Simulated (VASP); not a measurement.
Level of theory: HSE06 screened hybrid, VASP's PBE PAW potentials (set 64) (plane waves; VASP).

The input files of a VASP run:

File POSCAR:
```
Al33As31
1
   11.4648462108     0.0000000000     0.0000000000
    0.0000000000    11.4648462108     0.0000000000
    0.0000000000     0.0000000000    11.4648462108
Al As
33 31
Direct
  0.4999375296   0.9990344778   0.9992795392
  0.7504509192   0.2506440632   0.0008680844
  0.7500096282   0.9988221560   0.2489359759
  0.0001526926   0.0002861568   0.9999032423
  0.2507287002   0.2507217032   0.0008372550
  0.5006873306   0.5000260888   0.0019310875
  0.7496967843   0.7505133944   0.9989495593
  0.2487441419   0.9986760076   0.2500153330
  0.5028107111   0.2418083817   0.2541582732
  0.6226944475   0.3817648138   0.3738921174
  0.7533510215   0.5006166089   0.2508653730
  0.4987986604   0.9987473992   0.5002493876
  0.7493189496   0.2429289060   0.4986237192
  0.7500678495   0.9994988200   0.7507632038
  0.0011822459   0.4998663203   0.9989949391
  0.2503472270   0.7496789761   0.0004445585
  0.9999896867   0.2510792604   0.2488230454
  0.2516912559   0.5002038873   0.2507709761
  0.4999822561   0.7486433274   0.2501358521
  0.0006817864   0.9993440468   0.5002551877
  0.2505252655   0.2506276221   0.5009897116
  0.4992223183   0.5011261169   0.5032510247
  0.7498683377   0.7490175698   0.5002251092
  0.2498241322   0.0003075491   0.7503278133
  0.4986133979   0.2511780078   0.7499325077
  0.7489249239   0.5008749076   0.7491548229
  0.0018465588   0.7511658199   0.2501247192
  0.9991789904   0.5007731902   0.4991209587
  0.2485911192   0.7507258428   0.4997958924
  0.9993187996   0.2504858790   0.7496513660
  0.2484239392   0.4999150985   0.7518025714
  0.5000611901   0.7512527227   0.7522305051
  0.9998052805   0.7498343277   0.7499551644
  0.6256101032   0.1216184447   0.1223073388
  0.8779790518   0.3761840572   0.1221986572
  0.8772272607   0.1223559034   0.3731858859
  0.1253201302   0.1250438416   0.1248563749
  0.3770997418   0.3732222237   0.1273079062
  0.6265340543   0.6269285887   0.1235071993
  0.8758158757   0.8744445656   0.1242320699
  0.3713098448   0.1209945012   0.3761570307
  0.8785651062   0.6288981231   0.3744162710
  0.6232288973   0.1226910011   0.6269320301
  0.8734407563   0.3747437196   0.6235303746
  0.8749473575   0.1252809886   0.8748936630
  0.1255975484   0.6247290008   0.1250046662
  0.3749833696   0.8748882851   0.1251016406
  0.1251869068   0.3750800947   0.3750770411
  0.3727724297   0.6275200505   0.3764565717
  0.6249197797   0.8746341145   0.3750437608
  0.1245970738   0.1252587762   0.6252462093
  0.3714726295   0.3763269606   0.6286408756
  0.6238700841   0.6288042897   0.6286406288
  0.8749152011   0.8751668566   0.6251232658
  0.3748629079   0.1250785790   0.8754088172
  0.6249714647   0.3751130728   0.8751165588
  0.8751602456   0.6248222934   0.8747168266
  0.1247526793   0.8756567088   0.3750771030
  0.1246320315   0.6248368392   0.6253710392
  0.3741950726   0.8744009996   0.6260300278
  0.1247380688   0.3748512372   0.8751983027
  0.3749205047   0.6246460733   0.8759318528
  0.6250496646   0.8758325380   0.8751651043
  0.1250130804   0.8749158215   0.8751200298
```

**INCAR**
```
SYSTEM  =  Al33As31
PREC  =  Normal; ENCUT  =  400; LREAL  =  Auto
LASPH  =  .True.; ISYM  =  0; NELECT  =  255.0
EDIFF  =  1E-5; NELM  =  50; NELMIN  =  4
ALGO  =  Normal; LMAXMIX  =  4
ISMEAR  =  0; SIGMA  =  0.05
GGA  =  PE; LHFCALC  =  .True.; AEXX  =  0.25
HFSCREEN  =  0.2; PRECFOCK  =  Fast
ISPIN  =  2; MAGMOM  =  64*0.0156; NUPDOWN  =  1
ISIF  =  0
LWAVE  =  .False.; LCHARG  =  .False.; LORBIT  =  10
```

KPOINTS:
```
Automatic mesh
0
Gamma
1 1 1
0 0 0
```

POTCAR, in this order: Al As (PBE.64 set). Program: vasp_gam. Read from the step before: WAVECAR.

The run wrote:

**OSZICAR**
```
       N       E                     dE             d eps       ncg     rms          rms(c)
DAV:   1    -0.338728805585E+03   -0.33873E+03   -0.22581E+01   776   0.999E+00    0.454E+01
DAV:   2    -0.338903060524E+03   -0.17425E+00   -0.70108E-01   768   0.179E+00    0.346E+01
DAV:   3    -0.338874568148E+03    0.28492E-01   -0.20819E-02   720   0.301E-01    0.213E+01
DAV:   4    -0.338862919388E+03    0.11649E-01   -0.53240E-03   696   0.132E-01    0.127E+01
DAV:   5    -0.338858987697E+03    0.39317E-02   -0.16623E-03   704   0.726E-02    0.749E+00
DAV:   6    -0.338857637320E+03    0.13504E-02   -0.45150E-04   696   0.398E-02    0.438E+00
DAV:   7    -0.338857188645E+03    0.44867E-03   -0.14708E-04   728   0.237E-02    0.251E+00
DAV:   8    -0.338857051595E+03    0.13705E-03   -0.48814E-05   576   0.140E-02    0.144E+00
DAV:   9    -0.338857016066E+03    0.35529E-04   -0.19015E-05   400   0.955E-03    0.840E-01
DAV:  10    -0.338857012299E+03    0.37672E-05   -0.10614E-05   368   0.729E-03
   1 F= -.33885701E+03 E0= -.33885701E+03  d E =-.156621E-15  mag=     1.0000
```

File OUTCAR:
```
------------------------ aborting loop because EDIFF is reached ----------------------------------------
  volume of cell :     1506.97
      direct lattice vectors                 reciprocal lattice vectors
    11.464846211  0.000000000  0.000000000     0.087223150  0.000000000  0.000000000
     0.000000000 11.464846211  0.000000000     0.000000000  0.087223150  0.000000000
     0.000000000  0.000000000 11.464846211     0.000000000  0.000000000  0.087223150
  FREE ENERGIE OF THE ION-ELECTRON SYSTEM (eV)
  ---------------------------------------------------
  free  energy   TOTEN  =      -338.8570122987 eV

  energy  without entropy=     -338.8570122987  energy(sigma->0) =     -338.85701230

  exchange ACFDT corr.  =         0.00000000  see jH, gK, PRB 81, 115126

 total charge

# of ion       s       p       d       tot
------------------------------------------
    1        0.451   0.379   0.000   0.829
    2        0.448   0.372   0.000   0.820
    3        0.449   0.374   0.000   0.823
    4        0.449   0.374   0.000   0.824
    5        0.451   0.372   0.000   0.823
    6        0.449   0.372   0.000   0.820
    7        0.451   0.377   0.000   0.828
    8        0.451   0.379   0.000   0.830
    9        0.480   0.375   0.000   0.855
   10        0.507   0.467   0.000   0.974
   11        0.484   0.387   0.000   0.870
   12        0.449   0.374   0.000   0.823
   13        0.475   0.364   0.000   0.839
   14        0.451   0.376   0.000   0.827
   15        0.451   0.380   0.000   0.830
   16        0.449   0.376   0.000   0.825
   17        0.449   0.373   0.000   0.821
   18        0.449   0.372   0.000   0.820
   19        0.449   0.372   0.000   0.820
   20        0.451   0.376   0.000   0.827
   21        0.449   0.372   0.000   0.820
   22        0.483   0.388   0.000   0.871
   23        0.449   0.372   0.000   0.820
   24        0.449   0.374   0.000   0.824
   25        0.449   0.373   0.000   0.821
   26        0.449   0.372   0.000   0.821
   27        0.451   0.380   0.000   0.830
   28        0.449   0.373   0.000   0.821
   29        0.451   0.377   0.000   0.828
   30        0.451   0.372   0.000   0.823
   31        0.451   0.380   0.000   0.831
   32        0.451   0.379   0.000   0.830
   33        0.449   0.375   0.000   0.824
   34        1.200   1.723   0.024   2.948
   35        1.200   1.723   0.024   2.948
   36        1.201   1.717   0.024   2.942
   37        1.199   1.719   0.023   2.942
   38        1.204   1.694   0.023   2.921
   39        1.202   1.712   0.024   2.938
   40        1.199   1.720   0.023   2.943
   41        1.200   1.725   0.024   2.949
   42        1.200   1.724   0.024   2.948
   43        1.201   1.715   0.024   2.940
   44        1.203   1.697   0.023   2.923
   45        1.200   1.719   0.023   2.941
   46        1.199   1.718   0.023   2.940
   47        1.199   1.719   0.023   2.941
   48        1.199   1.716   0.023   2.938
   49        1.201   1.716   0.024   2.941
   50        1.199   1.717   0.023   2.938
   51        1.200   1.719   0.023   2.941
   52        1.200   1.724   0.024   2.948
   53        1.200   1.722   0.024   2.947
   54        1.199   1.718   0.023   2.941
   55        1.199   1.719   0.023   2.942
   56        1.199   1.716   0.023   2.938
   57        1.199   1.719   0.023   2.941
   58        1.201   1.734   0.024   2.958
   59        1.199   1.719   0.023   2.941
   60        1.199   1.720   0.023   2.943
   61        1.202   1.724   0.024   2.949
   62        1.199   1.718   0.023   2.940
   63        1.201   1.732   0.024   2.957
   64        1.199   1.718   0.023   2.940
--------------------------------------------------
tot         52.225  65.749   0.729 118.704

 magnetization (x)

# of ion       s       p       d       tot
------------------------------------------
    1        0.000   0.000   0.000   0.001
    2        0.000   0.000   0.000   0.000
    3       -0.000  -0.000   0.000  -0.000
    4       -0.000   0.000   0.000   0.000
    5        0.000   0.004   0.000   0.004
    6       -0.000  -0.000   0.000  -0.001
    7       -0.000   0.001   0.000   0.001
    8        0.000   0.000   0.000   0.000
    9        0.013   0.025   0.000   0.037
   10        0.001   0.076   0.000   0.078
   11       -0.002  -0.001   0.000  -0.003
   12       -0.000  -0.000   0.000  -0.001
   13        0.027   0.057   0.000   0.085
   14        0.000   0.002   0.000   0.003
   15       -0.000  -0.000   0.000  -0.000
   16       -0.000   0.000   0.000   0.000
   17       -0.000  -0.000   0.000  -0.000
   18       -0.000  -0.000   0.000  -0.001
   19       -0.000  -0.000   0.000  -0.000
   20        0.000   0.002   0.000   0.003
   21        0.000   0.000   0.000   0.000
...
```
(Selected blocks of OUTCAR.)

### OUTCAR
```
 val. band max:        3.9298777922   @ k =   0.0000   0.0000   0.0000

 cond. band min:       4.7887170750   @ k =   0.0000   0.0000   0.0000


 Fermi energy:         4.1506206518

 spin component 1

 k-point     1 :       0.0000    0.0000    0.0000
  band No.  band energies     occupation
      1      -9.7518      1.00000
      2      -8.9686      1.00000
      3      -8.9656      1.00000
      4      -8.9411      1.00000
      5      -8.9279      1.00000
      6      -8.9230      1.00000
      7      -8.8094      1.00000
      8      -8.3752      1.00000
      9      -8.3723      1.00000
     10      -8.3598      1.00000
     11      -8.3543      1.00000
     12      -8.3504      1.00000
     13      -8.3445      1.00000
     14      -8.3437      1.00000
     15      -8.3428      1.00000
     16      -8.3391      1.00000
     17      -8.3266      1.00000
     18      -8.2983      1.00000
     19      -8.2903      1.00000
     20      -8.2177      1.00000
     21      -8.2088      1.00000
     22      -8.1998      1.00000
     23      -7.8530      1.00000
     24      -7.7027      1.00000
     25      -7.6830      1.00000
     26      -7.6785      1.00000
     27      -7.6452      1.00000
     28      -7.6340      1.00000
     29      -7.6014      1.00000
     30      -7.6004      1.00000
     31      -7.5842      1.00000
     32      -3.2315      1.00000
     33      -2.8451      1.00000
     34      -2.8445      1.00000
     35      -2.8428      1.00000
     36      -2.8034      1.00000
     37      -2.7458      1.00000
     38      -2.7447      1.00000
     39      -2.7379      1.00000
     40      -2.4413      1.00000
     41      -2.4307      1.00000
     42      -2.4248      1.00000
     43      -2.3440      1.00000
     44      -2.2859      1.00000
     45      -2.2674      1.00000
     46      -1.8034      1.00000
     47      -1.7997      1.00000
     48      -1.7964      1.00000
     49      -1.7948      1.00000
...
```

The cell is charged, with a uniform compensating background. The supercell is sampled at Γ alone, which is coarse: total energies, pressure and levels can be off, energies of defects by several tenths of an eV.

The cell is a supercell with a defect, built from AlAs (zinc blende): Al_As, charge -1. The cell's shape comes from a PBE relaxation.
